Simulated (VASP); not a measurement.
```yaml
crystal:
  lattice:
    - [0.00000, 2.37090, 2.37090]
    - [2.37090, 0.00000, 2.37090]
    - [2.37090, 2.37090, 0.00000]
  atoms:
    - { symbol: Na, position: [0.00000, 0.00000, 0.00000] }
    - { symbol: H, position: [0.50000, 0.50000, 0.50000] }
```

All values below come from optB88-vdW, VASP's PBE PAW potentials (set 64) (plane waves; VASP). Numerical set-up: 520 eV cut-off, 10×10×10 Γ-centred mesh, Gaussian smearing of 0.050 eV, potentials Na_pv H.

Question: Predict the energy per atom (σ→0).

Answer: 
The energy per atom (σ→0) comes out as -1551 meV/atom.

The compound is NaH in the rock salt structure. This cell is one point of a volume scan, at 0.97 of the reference volume.
